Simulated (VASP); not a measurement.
## WS2: computed properties

The numbers are results of PBEsol GGA, VASP's PBE PAW potentials (set 64) (plane waves; VASP), not measurements.

```json
{
  "space_group": "P-6m2 (187)",
  "cell": "a = b = 3.1467 Å, c = 17.0024 Å, α = β = 90.00°, γ = 120.00°",
  "band gap (over mesh and band path)": "1.94 eV",
  "smallest direct gap (over mesh and band path)": "1.94 eV",
  "band_edge_character_without_spin_orbit_coupling": "direct, K to K",
  "band_gap_with_spin_orbit_coupling": "1.66 eV"
}
```

```
CELL_PARAMETERS angstrom
      3.14668     0.00000     0.00000
     -1.57334     2.72510     0.00000
      0.00000     0.00000    17.00245
ATOMIC_POSITIONS crystal
  W  0.00000 0.00000 0.00000
  S  0.33333 0.66667 0.90780
  S  0.33333 0.66667 0.09220
```

The cell holds vacuum, so volume and density refer to the whole cell.  The path is coarsely sampled, so an indirect gap can come out somewhat too large. The cell holds a wide vacuum, so values per volume refer to the whole cell. Unless said otherwise, spin-orbit coupling is left out, though it shifts the bands of the heavy elements here.

The cell is a sheet with vacuum, built from a database entry that may be metastable or hypothetical.
